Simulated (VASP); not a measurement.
Consider the following.

```xyz
2
Lattice="0.0000 2.5700 2.5700 2.5700 0.0000 2.5700 2.5700 2.5700 0.0000" Properties=species:S:1:pos:R:3 pbc="T T T"
Li     0.0000     0.0000     0.0000
Cl     2.5700     2.5700     2.5700
```

Computed with PBE GGA, VASP's PBE PAW potentials (set 64) (plane waves; VASP). Run with 520 eV cut-off, 8×8×8 Γ-centred mesh, Gaussian smearing of 0.050 eV, potentials Li_sv Cl.

**Question.** Estimate the energy per atom (σ→0), band gap (on the k-mesh) with the smallest direct gap where there is one.

**Answer.** 
```
Quantity                                     Result
-----------------------------------  --------------
band gap (on the k-mesh)                    6.30 eV
smallest direct gap (on the k-mesh)         6.30 eV
energy per atom (σ→0)                -3.693 eV/atom
```

The compound is LiCl in the rock salt structure. The cell was not relaxed at this level.
